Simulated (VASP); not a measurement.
Consider the following.

```
LaO
1.0
    3.48618     0.00000     0.00000
   -1.74309     3.01912     0.00000
    0.00000     0.00000     6.39362
La O
2 2
Direct
  0.00000   0.00000   0.00000
  0.00000   0.00000   0.50000
  0.33333   0.66667   0.25000
  0.66667   0.33333   0.75000
```

Calculation: PBEsol GGA, VASP's PBE PAW potentials (set 64) (plane waves; VASP). Numerical set-up: 520 eV cut-off, 11×11×6 Γ-centred mesh, tetrahedra with Blöchl corrections, potentials La O.

The cores are frozen, which limits the accuracy of field gradients.

**Question.** Give the principal components of the electric field gradient (V/Å²) and the asymmetry η at each nucleus.

**Answer.** 
```
atom   Vxx   Vyy    Vzz     η
----  ----  ----  -----  ----
La1   33.5  33.5  -67.0  0.00
La2   33.5  33.5  -67.0  0.00
O3    -3.2  -3.2    6.4  0.00
O4    -3.2  -3.2    6.4  0.00
```

The structure was generated: LaO was put into the NiAs type type (P6_3/mmc), which need not be its known phase. It was relaxed first, which changed the volume by -32 %.
